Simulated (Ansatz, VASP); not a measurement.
# BPb in two plane-wave programs, part 2 of 2

Wanted: the spread between two codes on one cell, functional and k mesh. The cell is invented: As first built, before any earlier steps moved the atoms (in the runner's words): it takes the GeSb structure with all of its atoms replaced by other elements, volume scaled by an estimate. It may not be a known or stable phase. The cell is taken from a series of VASP runs on this material, whose earlier steps may have relaxed, scaled or displaced it; both programs get it as it stands.

VASP 6.6.1 and Ansatz 0.2.0.

So far: Set-up; VASP: zone-centre phonons, r2SCAN with D4.

### 3. Ansatz: zone-centre phonons, r2SCAN with D4

Level of this step: Ansatz beside VASP: Kohn-Sham DFT, plane waves, r2SCAN with D4 (Ansatz).

Ansatz runs on its default PAW (the set named soft_2) files.

The same cell, functional, mesh and smearing now go to Ansatz, which takes its cutoff from its data sets.

File input.yaml:

```yaml
crystal:
  lattice:
    - [0.0, 2.6006127959, 2.6006127959]
    - [2.6006127959, 0.0, 2.6006127959]
    - [2.6006127959, 2.6006127959, 0.0]
  atoms:
    - { symbol: Pb, position: [0.0, 0.0, 0.0] }
    - { symbol: B, position: [0.5, 0.5, 0.5] }
hamiltonian:
  xc: r2scan
  pseudopotentials: { kind: paw }
  dispersion: d4
kpoints:
  mp_grid: { grid: [9, 9, 9] }
scf:
  occupations: { method: fermi_dirac, width: 0.05 }
phonons:
  method: dfpt
  qpoints: [[0, 0, 0]]
```

The run is started by

```bash
$ ansatz run input.yaml --threads 4 --pin off --max-ram 9216MiB --backend cpu --events-out ev --progress --plain --runs-dir out
```

Numbers of over 12 decimals in the logs are rounded to 6 here.

Output:

```text
Engine: ansatz 0.2.0, aarch64-unknown-linux-gnu
Pseudopotentials: kind: paw
Pseudopotential: Pb, paw, valence charge 14, recommended cutoff 500 eV (meta_gga), Pb.paw.azcp
Pseudopotential: B, paw, valence charge 3, recommended cutoff 500 eV (meta_gga), B.paw.azcp
Functional definition: r2SCAN
  parameter k0 = 0.174
  parameter k1 = 0.065
  parameter a1 = 4.9479
  exchange = r2scan_x(k0 = k0, k1 = k1, a1 = a1)
  correlation = r2scan_c
Crystal: 2 atoms, lattice volume = 35.177 Å³
Basis set: ecut = 500 eV, 893 PW (Γ), exchange–correlation on 135×135×135 points (125 copies of the dense FFT grid, shifted against one another)
Bands: 13, of which v1, the nominal top of the filled ones, is band 9 counted from 1 (8 counted from 0)
Symmetry: 48 space group operations
k-points: 75 of 729 (irreducible under 8 space group operations, time reversal used)
Non-local potential: Pb, projectors of the file, l = 0: 2, l = 1: 2, l = 2: 2, l = 3: 2
Non-local potential: B, projectors of the file, l = 0: 2, l = 1: 2, l = 2: 1
PAW form: soft (Blöchl's): semilocal exchange-correlation on the pseudo side does not see the compensation charge
PAW frozen core: Pb, regenerated for the run's functional (the file was generated under x = pbe(κ = 0.804, μ = 0.219515), c = pbe(β = 0.066725))
PAW frozen core: B, regenerated for the run's functional (the file was generated under x = pbe(κ = 0.804, μ = 0.219515), c = pbe(β = 0.066725))
PAW one-centre angular grid: Pb, 590 points (default); XC on 160 Gauss nodes
PAW one-centre angular grid: B, 302 points (default); XC on 160 Gauss nodes
Initial density: superposition of atomic densities (neutral atoms: chi_scale 0, normalization atom), corrected by the library's trained network
Initial wavefunctions: pseudopotential atomic-orbital guess
Functional: x = r2scan, c = r2scan; τ floored in thin density (d = 2e-4 eV/Å³)
SCF iter   1: F=—  HF=-12075.057912 eV  |F-HF|=—  |Δ(HF+E_count)|=         —  Δρ=8.18e-3  dr2=1.41e-2  dr2_τ=3.02e-2  ethr=1.77e-3  ⟨swp⟩=6.0  Hψ=6037  notcnv=0
preconditioner: auto → Kerker (q_TF=auto, 2.417 Å⁻¹)  [metal: Δε(μ)=0.039 eV  Ē_g=17.951 eV  σ=0.050 eV  W_gap=0.19  n_scr=14 (ndim 8)  ℏωp=25.8 eV  f_vac=0.000  D(μ)=0.88/eV (n_scr^D=8)]
SCF iter   2: F=—  HF=-12075.079049 eV  |F-HF|=—  |Δ(HF+E_count)|=   2.11e-2  Δρ=4.05e-3  dr2=2.98e-3  dr2_τ=1.02e-4  ethr=8.30e-5  ⟨swp⟩=3.0  Hψ=2532  notcnv=0  defer=7
SCF iter   3: F=—  HF=-12075.078584 eV  |F-HF|=—  |Δ(HF+E_count)|=   4.64e-4  Δρ=7.85e-4  dr2=1.17e-4  dr2_τ=3.45e-6  ethr=1.75e-5  ⟨swp⟩=2.0  Hψ=1596  notcnv=0  defer=7
SCF iter   4: F=—  HF=-12075.078620 eV  |F-HF|=—  |Δ(HF+E_count)|=   3.56e-5  Δρ=2.05e-4  dr2=1.20e-5  dr2_τ=5.26e-7  ethr=6.87e-7  ⟨swp⟩=2.1  Hψ=1555  notcnv=0  defer=7
SCF iter   5: F=—  HF=-12075.078625 eV  |F-HF|=—  |Δ(HF+E_count)|=   4.88e-6  Δρ=5.91e-5  dr2=1.38e-6  dr2_τ=1.74e-8  ethr=7.08e-8  ⟨swp⟩=2.0  Hψ=1172  notcnv=0  defer=7
SCF iter   6: F=—  HF=-12075.078625 eV  |F-HF|=—  |Δ(HF+E_count)|=   2.44e-8  Δρ=1.23e-5  dr2=8.00e-8  dr2_τ=1.09e-9  ethr=8.14e-9  ⟨swp⟩=2.6  Hψ=1435  notcnv=0  defer=7
SCF iter   7: F=—  HF=-12075.078625 eV  |F-HF|=—  |Δ(HF+E_count)|=   2.24e-9  Δρ=5.04e-6  dr2=9.44e-9  dr2_τ=1.87e-10  ethr=4.70e-10  ⟨swp⟩=2.2  Hψ=1170  notcnv=0  defer=7
SCF iter   8: F=—  HF=-12075.078625 eV  |F-HF|=—  |Δ(HF+E_count)|=   1.19e-9  Δρ=5.88e-7  dr2=1.60e-10  dr2_τ=7.53e-12  ethr=5.55e-11  ⟨swp⟩=2.0  Hψ=1211  notcnv=0  defer=7
SCF iter   9: F=—  HF=-12075.078625 eV  |F-HF|=—  |Δ(HF+E_count)|=  4.18e-11  Δρ=1.96e-7  dr2=1.91e-11  dr2_τ=2.28e-13  ethr=1.00e-12  ⟨swp⟩=2.1  Hψ=1449  notcnv=0  defer=7
SCF iter  10: F=-12075.078625 eV  HF=-12075.078625 eV  |F-HF|=5.46e-12  |Δ(HF+E_count)|=  1.82e-12  Δρ=8.67e-9  dr2=1.88e-14  dr2_τ=6.21e-16  ethr=1.00e-12  ⟨swp⟩=7.3  Hψ=5133  notcnv=0
SCF 1 converged in 10 iterations: F = -12075.078625 eV  dr2 = 1.88e-14
  greatest PAW one-centre occupation: 0.977 electrons in one spin orbital (limit 2), on the Pb atom at site 0 (counted from 0), in its partial waves of l = 2
DFPT response loops at Γ: preconditioner auto → Kerker (q_TF=auto, 2.417 Å⁻¹) (partly filled bands, converged f_vac=0.000); β = 1.00, the filter's whole step (`scf.mixing.beta` (0.50) is not read by the response loops under this deck's `scf.mixing.preconditioner`; to damp them name `kerker` or `kerker_dos`, under which they read `scf.mixing.beta`, and type it under 1.00, their step now; both keys bind the ground state too); Broyden in place of MSR1
SCF converged after 10 iterations
Free energy (F): -12075.078625 eV
Harris-Foulkes:  -12075.078625 eV  (|F-HF|=5.46e-12)
Internal energy: -12075.071723 eV  (E = F + TS)
E sigma→0 (E₀):  -12075.075174 eV
Entropy (-TS):   -0.006902 eV (-3.451 meV/atom)
Fermi energy:    11.423554 eV
--- Per-component energies (eV) ---
  E_band       = -17.373743
  E_kinetic    = 331.828836
  E_local      = -989.473503  (includes V_loc(G=0)·N_el)
  E_nonlocal   = 364.881844
  E_hartree    = 399.018395
  E_xc         = -236.166539
  E_vxc        = -181.482114  (∫ρ·V_xc dr)
  E_paw        = -10518.088440  (= ΣΔE_a)
  E_vpaw       = -353.321375  (= ΣTr[D̂ρ^β])
  E_aug_tail   = 0.000019  (compensation charges beyond the density's cutoff)
  E_vtau       = 12.155759  (kinetic-family band-sum trace: ∫τ·v_τ [+ j·A + Jᵃ·Aᵃ] dr)
  E_ewald      = -1427.768111
  E_disp       = -0.251282  (pairwise vdW)
  E_core_change = 0.947060  (= ΣΔE_core)
  E_smearing   = -0.006902  (= −TS)
  E_closure    = 0.000000  (closes the sum)
  Σ components = -12075.078625   (vs F -12075.078625, Δ=0.00e0)
--- Band table (eV; the first three rows and the last of 75) ---
  k-point 0: bands = [... 5 lower, -2.0417, 12.0458, 12.0458, 12.0458, 13.5698, 20.6908, 20.6908, 20.6908]
  k-point 1: bands = [... 5 lower, -1.8219, 10.5156, 12.1196, 12.1196, 14.6282, 19.1193, 19.6913, 19.6913]
  k-point 2: bands = [... 5 lower, -1.1596, 8.1758, 12.3436, 12.3436, 15.5528, 17.5883, 18.0635, 18.0635]
  k-point 74: bands = [... 5 lower, 3.2585, 5.2751, 7.6186, 7.6466, 14.4475, 17.4384, 19.4741, 20.4708]
--- Phonons (Γ-DFPT): 2 representative perturbations + reference, on 75 of 729 k-points (Σ response iterations 13) ---
  k mesh reduced under 8 symmetry operations, with k and −k counted as one. Each operation leaves every solved perturbation unchanged. A smaller set is not considered because the functional reads the kinetic-energy density
  ASR residual: 1.206e-4 → 0.000e0 eV/Å²; symmetrization residual: 6.086e-6 eV/Å²
  pairwise dispersion correction: d4 (s6 = 1.0, s8 = 0.6018749, s9 = 1.0, a1 = 0.51559235, a2_bohr = 5.77342911), with the weights of each atom's references fixed at the reference crystal's, and the forces and stress that the weights' published response gives there kept as a pressure on the atom's counted neighbours (hamiltonian.dispersion)
  ASR residual per site (eV/Å²): 2.34e-5 1.21e-4
  Γ frequencies (cm⁻¹): 0.00 0.00 0.00 265.58 265.58 265.58
  non-analytic LO–TO correction: not included (Born effective charges unavailable; polar crystals: no LO–TO splitting at Γ)
--- Phonons (arbitrary-q DFPT): 1 explicit q-point ---
  q = [0, 0, 0] (of the zone-centre solve; hermiticity 4.57e-6, symmetrization 4.63e-13): -0.00 0.00 0.00 265.58 265.58 265.58
  sum rule: each row above includes the acoustic sum rule's correction from the zone centre's row sums; it moved no ω² by more than (1.74 cm⁻¹)²
```

Wall time 21 s (4 threads of Arm Neoverse N1, shared host); peak memory 0.88 GiB; 79 s of CPU time.

In the SCF lines HF is the Harris–Foulkes energy and dr2 the Hartree energy of the density residual, in eV; the loop may stop once dr2 is under the threshold and the program's other checks hold. Hψ counts applications of the Hamiltonian.

### 4. Differences

Known differences besides the potentials themselves: VASP keeps PBE cores, Ansatz makes them for the functional; the cutoff is 500 eV in Ansatz and 420 eV in VASP; Ansatz takes the dispersion share of the force constants at frozen C6 weights, VASP differentiates the full forces; VASP uses finite displacements, Ansatz perturbation theory. Total energies have different zeros and are not compared.

The two programs side by side:

```
                  quantity  Ansatz   VASP  difference
optical mode 1 to 3 (cm⁻¹)   265.6  264.4     +0.43 %
```

Modes are paired by rising frequency and degeneracy, not by their patterns, so a pair may still set unlike modes beside each other.

### 5. Results

| Quantity | Value |
| --- | --- |
| r.m.s. difference of the optical zone-centre modes, each program's sorted by frequency (zone-centre phonons, r2SCAN with D4) | 1.1 cm⁻¹ |

What this shows: The r.m.s. difference of the optical zone-centre modes, each program's sorted by frequency is 1.1 cm⁻¹ (zone-centre phonons, r2SCAN with D4). How closely two codes agree says nothing of how well the functional describes the real material.

[Lines on the potential files, build, host, timing and source positions are cut from VASP's logs without a mark.]

[Logs are printed without paths, hosts, clocks, repeated set-up lines and the standing remarks that a program may print on its own settings, such as how far it seeks lower states.]

[Hosts, paths, dates, database ids (printed as entryN), source tags and the programs' standing remarks are cut or masked in the printed files.]
